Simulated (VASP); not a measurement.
Set up this calculation in VASP 6.6.1, as the native input.

| Property | Result |
| --- | --- |
| Task | single point |
| Functional | PBE |
| Potentials or basis | VASP PAW PBE potentials, release 64 (Nb_sv, Br) |
| Cutoff | 520 eV |
| k mesh | 10 × 10 × 16 |
| Occupations | gaussian, width 0.1 eV |
| Spin | no spin polarisation |
| Dipole correction | no |
| Further INCAR settings | ALGO = Fast; EDIFF = 1e-06; NBANDS = 24 |

The structure of Nb2Br lies in POSCAR:

```
Nb2Br
1.0
    4.4750356631      0.0000000000      0.0000000000
    0.0000000000      4.4750356631      0.0000000000
    0.0000000000      0.0000000000      2.9911616562
Nb Br
2 1
Direct
    0.5000000000      0.0000000000      0.5000000000
    0.0000000000      0.5000000000      0.5000000000
    0.0000000000      0.0000000000      0.0000000000
```

The cell was built by a generator and needn't be a form met in nature.

The cell isn't the ideal one: random cell by space group and Wyckoff sites (P4/mmm, No. 123).

The input as run:

INCAR

```
SYSTEM = Nb2Br
  ALGO = Fast
  EDIFF = 1E-6
  ENCUT = 520
  GGA = PE
  ISIF = 2
  ISMEAR = 0
  LASPH = .TRUE.
  LCHARG = .TRUE.
  LELF = .TRUE.
  LREAL = .FALSE.
  LVHAR = .TRUE.
  LWAVE = .FALSE.
  NBANDS = 24
  NELM = 100
  PREC = Accurate
  SIGMA = 0.1
```

KPOINTS

```
k-points
0
G
  10 10 16
  0 0 0
```

Potentials or basis: VASP PAW PBE potentials, release 64 (Nb_sv, Br).

Command:

```sh
$ cat potpaw_PBE.64/Nb_sv/POTCAR potpaw_PBE.64/Br/POTCAR > POTCAR
$ mpirun -np 1 vasp_std > vasp.out
```

It gave:

- Pressure: -0.2 GPa
- Band gap on the k mesh: none (metal or under the smearing width)

Caveat: an odd number of electrons without spin polarisation forces a metal; a magnetic or distorted state may lie lower.

Run time: 6.1 min on 1 thread of Intel(R) Xeon(R) Platinum 8488C (Sapphire Rapids), on a shared host, peak memory 0.35 GiB.
